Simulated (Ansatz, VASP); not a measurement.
## Sb (Antimony): VASP beside Ansatz

Wanted: the spread between two codes on one cell, functional and k mesh. Valence electrons are named where the data sets of a main pair hold unlike numbers.

Method: plane waves, with VASP 6.6.1 beside it; single point at PBEsol and single point at PBE, in Ansatz 0.2.0.

## 1. The structure

Symmetry: R-3m, No. 166, trigonal system. The conventional cell has a = 4.308 Å, b = 4.308 Å, c = 11.274 Å, α = 90.00°, β = 90.00°, γ = 120.00°. Nearest to Sb lie 3 Sb at 2.91 Å.

## 2. Ansatz: single point, PBEsol

Ansatz runs on its default PAW (the set named soft_2) files.

A single point gives forces, pressure and levels at one fixed geometry, so differences don't come from the geometry; what else differs is listed under the comparison.

File input.yaml:

```yaml
crystal:
  lattice:
    - [2.1542, 1.2437279499, 3.758]
    - [-2.1542, 1.2437279499, 3.758]
    - [0.0, -2.4874558998, 3.758]
  atoms:
    - { symbol: Sb, position: [0.76651, 0.76651, 0.76651] }
    - { symbol: Sb, position: [0.23349, 0.23349, 0.23349] }
hamiltonian:
  xc: pbesol
  pseudopotentials: { kind: paw }
kpoints:
  mp_grid: { grid: [6, 6, 6] }
scf:
  occupations: { method: gaussian, width: 0.05 }
  n_extra_bands: 4
output:
  forces: true
  stress: true
  eigenvalues: true
```

Started as:

```sh
ansatz run input.yaml --threads 2 --pin off --max-ram 4608MiB --backend cpu --events-out ev --progress --plain --runs-dir out
```

Numbers of over 12 decimals in the logs are rounded to 6 here.

The log of the run:

```text
scf.n_extra_bands = 4 over 15 filled bands (N_el = 30.0): the run solves 19 bands
Engine: ansatz 0.2.0, aarch64-unknown-linux-gnu
Pseudopotentials: kind: paw
Pseudopotential: Sb, paw, valence charge 15, recommended cutoff 420 eV (normal), Sb.paw.azcp
Functional definition: PBEsol
  exchange = pbesol_x
  correlation = pbesol_c
Crystal: 2 atoms, lattice volume = 60.411 Å³
Basis set: ecut = 420 eV, 1195 PW (Γ), exchange–correlation on 64×64×64 points (8 copies of the dense FFT grid, shifted against one another)
Bands: 19, of which v1, the nominal top of the filled ones, is band 15 counted from 1 (14 counted from 0)
Symmetry: 12 space group operations
Space group: R-3m (ITA 166), of the structure as read, at distance tolerance 3.9e-5 Å
k-points: 32 of 216
Non-local potential: Sb, projectors of the file, l = 0: 2, l = 1: 2, l = 2: 2, l = 3: 2
PAW form: soft (Blöchl's): semilocal exchange-correlation on the pseudo side does not see the compensation charge
PAW frozen core: Sb, regenerated for the run's functional, and the local potential with it (the file was generated under x = pbe(κ = 0.804, μ = 0.219515), c = pbe(β = 0.066725))
PAW one-centre angular grid: Sb, 590 points (default); XC on 64 Gauss nodes
Initial density: superposition of atomic densities (neutral atoms: chi_scale 0, normalization atom), corrected by the library's trained network
Initial wavefunctions: pseudopotential atomic-orbital guess
Functional: x = pbesol(κ = 0.804, μ = 0.123457), c = pbesol(β = 0.046)
SCF iter   1: F=—  HF=-12816.187141 eV  |F-HF|=—  |Δ(HF+E_count)|=         —  Δρ=2.53e-3  dr2=2.21e-3  ethr=1.77e-3  ⟨swp⟩=6.2  Hψ=3182  notcnv=0
preconditioner: auto → none  [insulator: Δε(μ)=0.284 eV  Ē_g=8.669 eV  σ=0.050 eV  W_gap=0.51  n_scr=14 (ndim 8)  ℏωp=15.1 eV  f_vac=0.002  D(μ)=0.66/eV (n_scr^D=0)  ε∞_Penn≈4.0]
SCF iter   2: F=—  HF=-12816.184829 eV  |F-HF|=—  |Δ(HF+E_count)|=   2.31e-3  Δρ=1.31e-3  dr2=5.31e-4  ethr=7.37e-6  ⟨swp⟩=2.9  Hψ=1402  notcnv=0
SCF iter   3: F=—  HF=-12816.184842 eV  |F-HF|=—  |Δ(HF+E_count)|=   1.33e-5  Δρ=5.38e-4  dr2=2.13e-4  ethr=1.77e-6  ⟨swp⟩=2.0  Hψ=1089  notcnv=0
SCF iter   4: F=—  HF=-12816.184746 eV  |F-HF|=—  |Δ(HF+E_count)|=   9.66e-5  Δρ=1.47e-4  dr2=1.16e-5  ethr=7.09e-7  ⟨swp⟩=2.0  Hψ=1088  notcnv=0
SCF iter   5: F=—  HF=-12816.184745 eV  |F-HF|=—  |Δ(HF+E_count)|=   6.17e-7  Δρ=1.47e-4  dr2=7.93e-6  ethr=3.87e-8  ⟨swp⟩=2.0  Hψ=1089  notcnv=0
SCF iter   6: F=—  HF=-12816.184741 eV  |F-HF|=—  |Δ(HF+E_count)|=   4.41e-6  Δρ=5.69e-5  dr2=1.20e-6  ethr=2.64e-8  ⟨swp⟩=2.0  Hψ=928  notcnv=0
SCF iter   7: F=-12816.184740 eV  HF=-12816.184740 eV  |F-HF|=4.50e-8  |Δ(HF+E_count)|=   7.22e-7  Δρ=1.12e-5  dr2=3.90e-8  ethr=3.33e-10  ⟨swp⟩=3.7  Hψ=2812  notcnv=0
SCF 1 converged in 7 iterations: F = -12816.184740 eV  dr2 = 3.90e-8
  greatest PAW one-centre occupation: 0.996 electrons in one spin orbital (limit 2), on the Sb atom at site 1 (counted from 0), in its partial waves of l = 2
SCF converged after 7 iterations
Free energy (F): -12816.184740 eV
Harris-Foulkes:  -12816.184740 eV  (|F-HF|=4.50e-8)
Internal energy: -12816.183927 eV  (E = F + TS)
E sigma→0 (E₀):  -12816.184334 eV
Entropy (-TS):   -0.000813 eV (-0.406 meV/atom)
Fermi energy:    9.979542 eV
--- Per-component energies (eV) ---
  E_band       = -341.532400
  E_kinetic    = 414.882053
  E_local      = -3198.115807  (includes V_loc(G=0)·N_el)
  E_nonlocal   = 728.046635
  E_hartree    = 1447.316446
  E_xc         = -275.096013
  E_vxc        = -193.385262  (∫ρ·V_xc dr)
  E_paw        = -8999.010898  (= ΣΔE_a)
  E_vpaw       = -987.606098  (= ΣTr[D̂ρ^β])
  E_aug_tail   = -0.000004  (compensation charges beyond the density's cutoff)
  E_ewald      = -2934.870052
  E_core_change = 0.663714  (= ΣΔE_core)
  E_smearing   = -0.000813  (= −TS)
  E_closure    = -0.000000  (closes the sum)
  Σ components = -12816.184740   (vs F -12816.184740, Δ=0.00e0)
--- Forces (eV/Å), atoms counted from 1 ---
  atom   1  Sb     0.00000000     0.00000000    -0.00815144
  atom   2  Sb     0.00000000    -0.00000000     0.00815144
  max |Σ_I F_I| component: 4.63e-18 eV/Å
--- Stress (GPa, compression-positive) ---
        0.215932      -0.000000       0.000000
        0.000000       0.215932       0.000000
        0.000000       0.000000      -0.093444
  P = ⅓ Tr σ = 0.1128 GPa (1.128 kbar)
--- Band table (eV; the first three rows and the last of 32) ---
  k-point 0: bands = [... 11 lower, 5.0844, 7.8701, 8.1497, 8.1497, 12.0168, 12.6295, 12.6295, 15.0482]
  k-point 1: bands = [... 11 lower, 3.9232, 7.9139, 8.0849, 8.5574, 11.7179, 11.9090, 11.9602, 14.4511]
  k-point 2: bands = [... 11 lower, 1.8854, 7.9870, 8.0137, 9.0832, 10.6034, 10.6757, 10.8785, 15.5568]
  k-point 31: bands = [... 11 lower, 0.9163, 8.6350, 8.6350, 9.4391, 10.0577, 10.0577, 11.0073, 16.8938]
```

Elapsed: 2.3 s, on 2 threads of Arm Neoverse N1, shared host; peak memory 0.33 GiB; 4 s of CPU time.

Reading the cycles: dr2 is the Hartree energy of the density residual (eV), the measure of convergence; HF is the Harris–Foulkes estimate of the energy, which meets the free energy F at convergence.

The run ends at a pressure of 0.11 GPa, with forces up to 0.0082 eV/Å.

## 3. VASP: single point, PBEsol

The same cell, functional, mesh and smearing now go to VASP, with its own data sets.

Lines of VASP's logs that name or quote its potential files are left out, and so is its time.

File INCAR:

```
SYSTEM = Sb
PREC = Accurate
ENCUT = 400
EDIFF = 1E-05
NELM = 100
ISMEAR = 0
SIGMA = 0.05
LREAL = .FALSE.
ALGO = Normal
GGA = PS
NBANDS = 11
LORBIT = 11
LWAVE = .FALSE.
LCHARG = .FALSE.
KPAR = 2
```

File POSCAR:

```
Sb
1.0
    2.1542000000      1.2437279499      3.7580000000
   -2.1542000000      1.2437279499      3.7580000000
    0.0000000000     -2.4874558998      3.7580000000
Sb
2
Direct
    0.7665100000      0.7665100000      0.7665100000
    0.2334900000      0.2334900000      0.2334900000
```

File KPOINTS:

```
Automatic mesh
0
Gamma
6 6 6
0 0 0
```

The projector-augmented-wave data sets are Sb (PBE family, release 64).

Started as:

```sh
mpirun -np 2 vasp_std
```

The log of the run:

```text
[banner, memory and clock lines left out]
running    2 mpi-ranks, on    1 nodes
 distrk:  each k-point on    1 cores,    2 groups
 distr:  one band on    1 cores,    1 groups

 POSCAR found type information on POSCAR Sb
 POSCAR found :  1 types and       2 ions
|                                                                             |
|               ----> ADVICE to this user running VASP <----                  |
|                                                                             |
|     You enforced a specific xc type in the INCAR file but a different       |
|     [... a line on the potential file left out ...]
|     I HOPE YOU KNOW WHAT YOU ARE DOING!                                     |
|                                                                             |

 LDA part: xc-table for (Slater+PW92), standard interpolation
 POSCAR, INCAR and KPOINTS ok, starting setup
 FFT: planning ... GRIDC
 FFT: planning ... GRID_SOFT
 FFT: planning ... GRID
 WAVECAR not read
 entering main loop
       N       E                     dE             d eps       ncg     rms          rms(c)
DAV:   1     0.279589771867E+02    0.27959E+02   -0.31299E+03   704   0.578E+02
DAV:   2    -0.768751329552E+01   -0.35646E+02   -0.34831E+02   890   0.103E+02
DAV:   3    -0.913513852121E+01   -0.14476E+01   -0.14419E+01   861   0.229E+01
DAV:   4    -0.914585611569E+01   -0.10718E-01   -0.10716E-01   803   0.246E+00
DAV:   5    -0.914598694283E+01   -0.13083E-03   -0.13083E-03   805   0.289E-01    0.291E+00
DAV:   6    -0.913522735739E+01    0.10760E-01   -0.24138E-03   800   0.297E-01    0.174E+00
DAV:   7    -0.912881848739E+01    0.64089E-02   -0.59365E-03   776   0.460E-01    0.527E-02
DAV:   8    -0.912886357853E+01   -0.45091E-04   -0.14355E-04   791   0.854E-02    0.126E-02
DAV:   9    -0.912886905777E+01   -0.54792E-05   -0.68246E-06   595   0.181E-02
   1 F= -.91288691E+01 E0= -.91284637E+01  d E =-.810692E-03
```

Parts of OUTCAR (step 3):

```text
ion  position               nearest neighbor table
   1  0.767  0.767  0.767-   2 2.91   2 2.91   2 2.91   2 3.35   2 3.35   2 3.35
   2  0.233  0.233  0.233-   1 2.91   1 2.91   1 2.91   1 3.35   1 3.35   1 3.35

  LATTYP: Found a trigonal (rhomboedric) cell.
 ALAT       =     4.5066618304
 COS(alpha) =     0.5430253624

 Subroutine GETGRP returns: Found 12 space group operations
 (whereof 12 operations were pure point group operations)

The static configuration has the point symmetry D_3d.

 Found     32 irreducible k-points:

   k-points           NKPTS =     32   k-points in BZ     NKDIM =     32   number of bands    NBANDS=     11

   dimension x,y,z NGX =    30 NGY =   30 NGZ =   30
   dimension x,y,z NGXF=    60 NGYF=   60 NGZF=   60

   ENCUT  =  400.0 eV  29.40 Ry    5.42 a.u.   7.35  7.35  7.35*2*pi/ulx,y,z

   NELECT =      10.0000    total number of electrons

 k-points in reciprocal lattice and weights: Automatic mesh
   0.00000000  0.00000000  0.00000000       0.005
   0.16666667 -0.00000000 -0.00000000       0.028
   0.33333333 -0.00000000 -0.00000000       0.028
   0.50000000 -0.00000000  0.00000000       0.014
   0.16666667  0.16666667 -0.00000000       0.028
   0.33333333  0.16666667  0.00000000       0.056
   0.50000000  0.16666667 -0.00000000       0.056
  -0.33333333  0.16666667  0.00000000       0.056
  -0.16666667  0.16666667  0.00000000       0.028
[...]
-0.33333333  0.50000000  0.33333333       0.028
   0.50000000  0.50000000  0.50000000       0.005

 average (electrostatic) potential at core
       1 -85.6821       2 -85.6821

 E-fermi :   7.1854

 k-point     1 :       0.0000    0.0000    0.0000
  band No.  band energies     occupation
      1      -5.6004      2.00000
      2       2.3235      2.00000
      3       5.0749      2.00000
      4       5.3480      2.00000
      5       5.3480      2.00000
      6       9.1971      0.00000
      7       9.8292      0.00000
      8       9.8292      0.00000
      9      12.1969      0.00000
     10      12.1969      0.00000
    ...

 k-point     2 :       0.1667   -0.0000   -0.0000
  band No.  band energies     occupation
      1      -5.2940      2.00000
      2       1.1467      2.00000
      3       5.1162      2.00000
      4       5.2812      2.00000
      5       5.7685      2.00000
      6       8.9118      0.00000
      7       9.1144      0.00000
      8       9.1663      0.00000
      9      11.6163      0.00000
     10      12.1442      0.00000
    ...

 k-point     3 :       0.3333   -0.0000   -0.0000
  band No.  band energies     occupation
      1      -4.3934      2.00000
      2      -0.9042      2.00000
      3       5.1896      2.00000
      4       5.2059      2.00000
      5       6.2966      2.00000
      6       7.8071      0.00000
      7       7.8835      0.00000
      8       8.0895      0.00000
      9      12.7231      0.00000
     10      13.5423      0.00000
    ...

  Total        0.1602285      0.1602285      0.0160812     -0.0000000      0.0000000      0.0000000
  in kB        4.2494329      4.2494329      0.4264917     -0.0000000      0.0000000      0.0000000
  external PRESSURE =       2.9751192 kB  Pullay stress =       0.0000000 kB

  energy-cutoff  :      400.00
  volume of cell :       60.41
      direct lattice vectors                 reciprocal lattice vectors
     2.154200000  1.243727950  3.758000000     0.232104726  0.134005726  0.088699663
    -2.154200000  1.243727950  3.758000000    -0.232104726  0.134005726  0.088699663
     0.000000000 -2.487455900  3.758000000     0.000000000 -0.268011452  0.088699663

 POSITION                                       TOTAL-FORCE (eV/Angst)
 -----------------------------------------------------------------------------------
      0.00000      0.00000      8.64163         0.000000     -0.000000     -0.062806
      0.00000      0.00000      2.63237         0.000000      0.000000      0.062806
 -----------------------------------------------------------------------------------
    total drift:                                0.000000      0.000000     -0.000000

  FREE ENERGIE OF THE ION-ELECTRON SYSTEM (eV)
  ---------------------------------------------------
  free  energy   TOTEN  =        -9.1288690578 eV

  energy  without entropy=       -9.1280583658  energy(sigma->0) =       -9.12846371

 total charge
# of ion       s       p       d       tot
------------------------------------------
    1        1.218   1.146   0.035   2.399
    2        1.218   1.146   0.035   2.399
--------------------------------------------------
tot          2.435   2.292   0.071   4.798

[... 3 further parts left out ...]
```

The k-mesh is coarse for a metal. The PAW data sets were made with PBE, which is usual practice but a small mismatch for other functionals.

## 4. Side by side

Known differences besides the potentials themselves: the data sets hold 30 valence electrons in Ansatz (on its default PAW (the set named soft_2) files) and 10 in VASP; the cutoff is 420 eV in Ansatz and 400 eV in VASP; Ansatz makes its cores anew for this functional, VASP keeps those of its PBE data sets; VASP leaves aspherical gradient terms in its spheres out (LASPH is not set), Ansatz keeps them. Total energies have different zeros and are not compared.

Both answers:

| quantity | Ansatz | VASP | difference |
| --- | --- | --- | --- |
| pressure (GPa) | 0.11 | 0.30 | -0.18 |

Forces (eV/Å; atoms numbered as in POSCAR):

| atom | Ansatz x, y, z | VASP x, y, z |
| --- | --- | --- |
| Sb1 | 0.000, 0.000, -0.008 | 0.000, 0.000, -0.063 |
| Sb2 | 0.000, 0.000, 0.008 | 0.000, 0.000, 0.063 |

The forces differ by 32 meV/Å r.m.s., where the r.m.s. force is 0.005 eV/Å in Ansatz and 0.036 eV/Å in VASP: the atoms lie near their places of rest in Ansatz, so a percentage would say little (all taken over all components).

## 5. Other set-ups

Further runs change the set-up of one program: Ansatz's method, potentials or start, or VASP's data sets, cutoff or form of LDA. The table gives Ansatz less VASP for each quantity, since a change that brings one quantity closer may part another.

| run | r.m.s. force difference (meV/Å) | pressure (GPa) |
| --- | --- | --- |
| as above | 32 | -0.18 |
| cores kept as stored | 32 | -0.18 |
| Ansatz's all-electron LAPW method | 32 | -0.17 |
| Ansatz's larger PAW set (cutoff 430 eV) | 31 | -0.18 |
| norm-conserving potentials (cutoff 1088 eV) | 27 | -0.22 |

(Continued in part 2 of 2.)

[Lines on the potential files, build, host, timing and source positions are cut from VASP's logs without a mark.]

[Logs are printed without paths, hosts, clocks, repeated set-up lines and the standing remarks that a program may print on its own settings, such as how far it seeks lower states.]

[Hosts, paths, dates, database ids (printed as entryN), source tags and the programs' standing remarks are cut or masked in the printed files.]
